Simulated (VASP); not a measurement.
## CaPd2 (space group I4/mmm): computed properties

These are PBEsol GGA, VASP's PBE PAW potentials (set 64) (plane waves; VASP 6.6.1) values and carry that method's errors.

For CaPd2, the space group is I4/mmm (139) and the cell comes out as a = b = 3.741 Å, c = 9.059 Å, α = β = γ = 90.00°. The volume per atom is 21.13 Å³/atom. The band gap (over mesh and band path) comes out as none (metal, semimetal or under 0.01 eV) and the density is 6.62 g/cm³.

Space group I4/mmm (No. 139); a = b = 3.7412 Å, c = 9.0585 Å, α = β = γ = 90.00°

```json
[
 {"atom": "Ca", "site": "2a", "symmetry": "4/mmm", "x": "0.0000", "y": "0.0000", "z": "0.0000"},
 {"atom": "Pd", "site": "4d", "symmetry": "-4m2", "x": "0.0000", "y": "0.5000", "z": "0.2500"}
]
```
(The calculation used a cell of 3 atoms; values per cell refer to that cell.)

The structure comes from a computed database's CaPd2 entry (I4/mmm); how it stands against other phases isn't given here. It was relaxed first, which changed the volume by -6 %. Symmetry was kept, so distortions that lower it aren't found.
